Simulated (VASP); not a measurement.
# Ge48PH19 in VASP: a series of runs

The runs below take Ge48PH19 through single point, with RPBE+D3(BJ), optB86b-vdW.

Everything below comes from runs of VASP 6.6.1. Logs are shortened: lines on timing, memory, paths and dates and some standing lists are left out, and cuts for length are marked.

### 1 The slab as given

The cell holds a slab with vacuum, 68 atoms: a = 11.316 Å, b = 11.316 Å, c = 23.742 Å, α = 90.00°, β = 90.00°, γ = 90.00°.

The cell was built by a generator and needn't be a form met in nature.

### 2 Single point, RPBE+D3(BJ)

Contents of INCAR:

```
PREC = Accurate
ENCUT = 400
EDIFF = 1E-6
ISMEAR = 0
SIGMA = 0.05
LREAL = Auto
LASPH = T
NELM = 60
ALGO = Normal
ISIF = 2
LWAVE = F
LCHARG = F
GGA = RP
IVDW = 12
NBANDS = 388
ISYM = 0
NCORE = 4
```

Contents of KPOINTS:

```
Automatic mesh
0
Gamma
  1 1 1
```

Contents of POSCAR:

```
Ge48PH19                                
1.0
    8.0016203359      8.0016203359      0.0000000000
   -8.0016203359      8.0016203359      0.0000000000
    0.0000000000      0.0000000000     23.7419000000
  Ge              H               P             
    48    19     1
Selective dynamics
Direct
     0.6852101726000422    0.3142891664750986    0.4205645719494973   T   T   T
     0.8123869635728218    0.6808061986313091    0.4205725012720704   T   T   T
     0.0495971329780872    0.9502881267652349    0.4363265467135337   T   T   T
     0.3189716461081674    0.1873958767493798    0.4206589597328402   T   T   T
     0.9682828002506705    0.5335272526888514    0.4556024759578887   T   T   T
     0.2069228964181127    0.7928674235541608    0.4347668567877366   T   T   T
[... 32 lines left out ...]
     0.5028357437094949    0.9972102846791201    0.2039282521121492   T   T   T
     0.4957775953710434    0.5041957328878849    0.2040728864920527   T   T   T
     0.8750000000000000    0.3750000000000000    0.1448662490999979   F   F   F
     0.8750000000000000    0.8750000000000000    0.1448662490999979   F   F   F
     0.1250000000000000    0.1250000000000000    0.1448662490999979   F   F   F
     0.3750000000000000    0.3750000000000000    0.1448662490999979   F   F   F
     0.1250000000000000    0.6250000000000000    0.1448662490999979   F   F   F
     0.3750000000000000    0.8750000000000000    0.1448662490999979   F   F   F
[... 16 lines left out ...]
     0.7010221023000014    0.5489778976999986    0.1052990704000010   F   F   F
     0.5489778976999986    0.7010221023000014    0.1052990704000010   F   F   F
     0.2772566215500911    0.8661575427246858    0.5434022567787197   T   T   T
     0.1366478832953955    0.7487012010812875    0.5472882567107326   T   T   T
     0.0136873983906750    0.9862007116022405    0.4972192032677777   T   T   T
     0.2566548355087342    0.7453655626009166    0.5282943871322306   T   T   T
```

Potentials or basis: VASP PAW PBE potentials, release 64 (Ge_d, H, P).

The run is started by

```sh
$ cat potpaw_PBE.64/Ge_d/POTCAR potpaw_PBE.64/H/POTCAR potpaw_PBE.64/P/POTCAR > POTCAR
$ mpirun -np 8 vasp_gam > vasp.out
```

OUTCAR:

```text
PREC = Accurate
   ENCUT = 400
   EDIFF = 1E-6
   ISMEAR = 0
   LREAL = Auto
   LASPH = T
   NELM = 60
   ISIF = 2
   GGA = RP
   IVDW = 12
   ISYM = 0
 IVDW          = 12

 ion  position               nearest neighbor table
   1  0.685  0.314  0.421-  15 2.46   9 2.46   8 2.58
   2  0.812  0.681  0.421-  16 2.45  10 2.45   5 2.57
   3  0.050  0.950  0.436-  67 1.56  10 2.46  11 2.46   6 2.52
   4  0.319  0.187  0.421-  12 2.45  11 2.45   7 2.57
   5  0.968  0.534  0.456-  13 2.54   9 2.54   2 2.57
   6  0.207  0.793  0.435-  68 2.35  13 2.46  14 2.46   3 2.52
   7  0.466  0.031  0.456-  14 2.54  15 2.54   4 2.57
   8  0.534  0.466  0.457-  12 2.53  16 2.53   1 2.58
   9  0.876  0.389  0.386-   1 2.46  17 2.48  24 2.50   5 2.54
  10  0.880  0.871  0.383-   2 2.45   3 2.46  23 2.48  18 2.50
  11  0.129  0.120  0.384-   4 2.45   3 2.46  17 2.48  19 2.50
  12  0.388  0.380  0.387-   4 2.45  21 2.49  20 2.52   8 2.53
  13  0.111  0.626  0.386-  18 2.46   6 2.46  21 2.48   5 2.54
  14  0.374  0.889  0.386-  19 2.46   6 2.46  22 2.48   7 2.54
[... 51 lines left out ...]
  66  0.137  0.749  0.547-  68 1.43
  67  0.014  0.986  0.497-   3 1.56
  68  0.257  0.745  0.528-  66 1.43  65 1.43   6 2.35

IMPORTANT INFORMATION: All symmetrisations will be switched off!
NOSYMM: (Re-)initialisation of all symmetry stuff for point group C_1.

----------------------------------------------------------------------------------------

                                     Primitive cell

  volume of cell :    3040.1944

  direct lattice vectors                    reciprocal lattice vectors
     8.001620336  8.001620336  0.000000000     0.062487344  0.062487344  0.000000000
    -8.001620336  8.001620336  0.000000000    -0.062487344  0.062487344  0.000000000
     0.000000000  0.000000000 23.741900000     0.000000000  0.000000000  0.042119628

  length of vectors
    11.316000000 11.316000000 23.741900000     0.088370449  0.088370449  0.042119628

  position of ions in fractional coordinates (direct lattice)
     0.685210173  0.314289166  0.420564572
     0.812386964  0.680806199  0.420572501
     0.049597133  0.950288127  0.436326547
     0.318971646  0.187395877  0.420658960
     0.968282800  0.533527253  0.455602476
     0.206922896  0.792867424  0.434766857
[... 60 lines left out ...]
     0.013687398  0.986200712  0.497219203
     0.256654836  0.745365563  0.528294387

  ion indices of the primitive-cell ions
   primitive index   ion index
                 1           1
                 2           2
                 3           3
[... 119 lines left out ...]
   ISIF   =      2    stress and relaxation
   ISYM   =      0    0-nonsym 1-usesym 2-fastsym
   POTIM  = 0.5000    time-step for ionic-motion
   TEBEG  =    0.0;   TEEND  =   0.0 temperature during run
   PSTRESS=    0.0 pullay stress
   NELECT =     696.0000    total number of electrons
   NUPDOWN=      -1.0000    fix difference up-down
   EMIN   =  10.00;   EMAX   =-10.00  energy-range for DOS
   EFERMI =   0.00;   METHOD = LEGACY
   ISMEAR =     0;   SIGMA  =   0.05  broadening in eV -4-tet -1-fermi 0-gaus
   EFERMI_NEDOS =   21; number of points for ismear=-14 and -15
   IALGO  =     38    algorithm
   IMIX   =      4    mixing-type and parameters
     AMIX     =   0.40;   BMIX     =  1.00
     AMIX_MAG =   1.60;   BMIX_MAG =  1.00
  volume/ion in A,a.u.               =      44.71       301.71
  Fermi-wavevector in a.u.,A,eV,Ry     =   1.001484  1.892531 13.646245  1.002971
  Thomas-Fermi vector in A             =   2.133909
   LORBIT       =      0    0 simple, 1 ext, 2 COOP (PROOUT), +10 PAW based schemes
   GGA     = RP    functional components
   LHFCALC =     F    Hartree Fock is set to
   AEXX    =    0.0000 exact exchange contribution
   IVDW    =    12    specifies the selected vdW correction
   LEPSILON=     F    determine dielectric tensor
   LRPA    =     F    only Hartree local field effects (RPA)
 non-spin polarized calculation
 Gauss-broadening in eV      SIGMA  =   0.05
  energy-cutoff  :      400.00
  volume of cell :     3040.19
 maximum number of plane-waves:     27645
 NGX is ok and might be reduce to    80
   NGX = 37   NGY = 37   NGZ = 77

 number of electron     695.9999932 magnetization

 Free energy of the ion-electron system (eV)
  ---------------------------------------------------
  ext. energy  EPLUGINS =         0.00000000
  ---------------------------------------------------
  free energy    TOTEN  =      -258.87925818 eV

  energy without entropy =     -258.87925818  energy(sigma->0) =     -258.87925818

 E-fermi :  -0.9772     XC(G=0):  -4.4210

 val. band max:       -1.2098860844   @ k =   0.0000   0.0000   0.0000
 cond. band min:      -0.7363653670   @ k =   0.0000   0.0000   0.0000
 fundamental gap:      0.4735207173
 Fermi energy:        -0.9772084733

 k-point     1 :       0.0000    0.0000    0.0000
  band No.  band energies     occupation
      1     -25.8535      2.00000
      2     -25.8396      2.00000
      3     -25.8362      2.00000
      4     -25.7888      2.00000
      5     -25.7837      2.00000
      6     -25.7803      2.00000
[... 352 lines left out ...]
    359       0.8244      0.00000
    360       0.8873      0.00000
 [bands above 360 left out]

------------------------ aborting loop because EDIFF is reached ----------------------------------------

 Edisp (eV)  -55.19068

 E8    (eV) :   -35.1580

  FORCE on cell =-STRESS in cart. coord.  units (eV):
  Direction    XX          YY          ZZ          XY          YZ          ZX
  --------------------------------------------------------------------------------------
  -------------------------------------------------------------------------------------
  Total     -15.85616   -24.01826   -31.35065     0.01283    -0.05434     0.75672
  in kB      -8.35617   -12.65759   -16.52174     0.00676    -0.02864     0.39879
  external pressure =      -12.51 kB  Pullay stress =        0.00 kB

 VOLUME and BASIS-vectors are now :
 -----------------------------------------------------------------------------
  energy-cutoff  :      400.00
  volume of cell :     3040.19
      direct lattice vectors                 reciprocal lattice vectors
     8.001620336  8.001620336  0.000000000     0.062487344  0.062487344  0.000000000
    -8.001620336  8.001620336  0.000000000    -0.062487344  0.062487344  0.000000000
     0.000000000  0.000000000 23.741900000     0.000000000  0.000000000  0.042119628

 POSITION                                       TOTAL-FORCE (eV/Angst)
 -----------------------------------------------------------------------------------
      2.96797      7.99761      9.98500        -0.143460      0.002383     -0.331550
      1.05286     11.94796      9.98519         0.090123     -0.001354     -0.245850
     -7.20699      8.00070     10.35922         0.300883     -0.000575     -0.397721
      1.05282      4.05176      9.98724         0.094014      0.003474     -0.251388
      3.47875     12.01691     10.81687         0.018575      0.039090     -0.297902
     -4.68851      7.99994     10.32219        -0.181639      0.003505     -0.227020
[... 60 lines left out ...]
     -7.78168      8.00073     11.80493         0.003638     -0.000413      0.009362
     -3.91048      8.01779     12.54271        -0.072708      0.012450     -0.207871
 -----------------------------------------------------------------------------------
    total drift:                               -0.000414      0.001337      0.010256

  FREE ENERGIE OF THE ION-ELECTRON SYSTEM (eV)
  ---------------------------------------------------
  free  energy   TOTEN  =      -314.0699360989 eV

  energy  without entropy=     -314.0699360989  energy(sigma->0) =     -314.06993610
```

OSZICAR:

```text
N       E                     dE             d eps       ncg     rms          rms(c)
DAV:   1     0.109061618660E+05    0.10906E+05   -0.31292E+05   872   0.333E+03
DAV:   2     0.232667449947E+04   -0.85795E+04   -0.84584E+04   936   0.836E+02
DAV:   3     0.150270041041E+02   -0.23116E+04   -0.22333E+04  1084   0.260E+02
[... 23 lines left out ...]
DAV:  27    -0.258879251447E+03   -0.12548E-04   -0.70788E-07   504   0.496E-03    0.365E-04
DAV:  28    -0.258879254368E+03   -0.29210E-05   -0.29050E-07   488   0.294E-03    0.280E-04
DAV:  29    -0.258879255721E+03   -0.13529E-05   -0.15473E-07   472   0.259E-03    0.156E-04
DAV:  30    -0.258879257540E+03   -0.18190E-05   -0.14271E-07   472   0.150E-03    0.122E-04
DAV:  31    -0.258879258180E+03   -0.64052E-06   -0.80240E-08   464   0.153E-03
   1 F= -.31406994E+03 E0= -.31406994E+03  d E =-.134697E-10
```

stdout:

```text
POSCAR found type information on POSCAR GeH P
 POSCAR found :  3 types and      68 ions
 scaLAPACK will be used
 -----------------------------------------------------------------------------
|                                                                             |
|                                                                             |
|     You enforced a specific xc type in the INCAR file but a different       |
|     I HOPE YOU KNOW WHAT YOU ARE DOING!                                     |
|                                                                             |
 -----------------------------------------------------------------------------

 LDA part: xc-table for (Slater+PW92), standard interpolation
 POSCAR, INCAR and KPOINTS ok, starting setup
 FFT: planning ... GRIDC
 FFT: planning ... GRID_SOFT
 FFT: planning ... GRID
 WAVECAR not read
 entering main loop
```

Wall time 2.9 min (8 MPI ranks of AMD EPYC 9R45 (Zen 5), shared host); peak memory 0.4 GiB.

Results:

| Quantity | Value |
| --- | --- |
| Free energy | -314.0699 eV |
| Largest force | 0.499 eV/Å |
| Band gap on the k mesh | 0.47 eV, direct |
| Dispersion energy per atom | -0.812 eV |

Forces on the atoms (eV/Å):
```
Ge  -0.143  0.002 -0.332
Ge   0.090 -0.001 -0.246
Ge   0.301 -0.001 -0.398
Ge   0.094  0.003 -0.251
Ge   0.019  0.039 -0.298
Ge  -0.182  0.004 -0.227
Ge   0.018 -0.045 -0.296
Ge   0.028 -0.001 -0.303
Ge  -0.187  0.159 -0.215
Ge   0.161  0.121 -0.247
Ge   0.161 -0.122 -0.246
Ge   0.192  0.185 -0.240
Ge  -0.222 -0.051 -0.132
Ge  -0.221  0.051 -0.127
Ge  -0.188 -0.160 -0.217
Ge   0.192 -0.188 -0.240
Ge  -0.006  0.005 -0.115
Ge   0.016  0.042  0.105
Ge   0.014 -0.040  0.104
Ge   0.019  0.033  0.034
Ge  -0.019 -0.001 -0.098
Ge  -0.019  0.001 -0.098
Ge  -0.006 -0.005 -0.116
Ge   0.020 -0.036  0.032
Ge   0.007  0.000 -0.011
Ge  -0.007  0.016  0.062
Ge  -0.006  0.002  0.029
Ge  -0.006 -0.013  0.063
Ge  -0.005  0.002  0.000
Ge   0.009  0.000  0.005
Ge  -0.004 -0.002  0.000
Ge   0.001  0.002  0.065
Ge   0.001  0.000  0.176
Ge   0.006  0.003  0.175
Ge   0.012  0.000  0.163
Ge   0.006 -0.003  0.174
Ge   0.000 -0.001  0.173
Ge  -0.001  0.000  0.175
Ge   0.000  0.000  0.173
Ge   0.003  0.000  0.170
Ge   0.175  0.032  0.265
Ge  -0.214  0.008  0.244
Ge  -0.213 -0.008  0.250
Ge  -0.215  0.027  0.254
Ge   0.164 -0.012  0.262
Ge   0.165  0.013  0.261
Ge   0.175 -0.031  0.266
Ge  -0.215 -0.030  0.255
H   -0.087 -0.031  0.028
H    0.056  0.014  0.079
H   -0.052  0.009  0.082
H    0.094 -0.007  0.012
H   -0.051 -0.010  0.081
H    0.094  0.010  0.012
H   -0.053  0.016  0.078
H    0.109 -0.013  0.018
H   -0.101  0.011  0.030
H    0.060 -0.007  0.070
H   -0.101 -0.008  0.029
H    0.060  0.007  0.070
H   -0.087  0.032  0.028
H    0.056 -0.015  0.079
H   -0.053 -0.016  0.078
H    0.109  0.013  0.017
H    0.019 -0.019 -0.039
H    0.027  0.005 -0.036
H    0.004  0.000  0.009
P   -0.073  0.012 -0.208
```

Levels at points of the mesh, in eV from the valence-band top:
```
           k point  band 346  band 347  band 348  band 349  band 350  band 351
(0.00, 0.00, 0.00)     -0.26     -0.22      0.00      0.47      0.89      1.09
```

Caveat: the PAW data sets were made with another functional, which shifts forces and pressure a little. RPBE gaps usually lie below the measured ones, often by a third to a half.

[end of part 1 of 2]
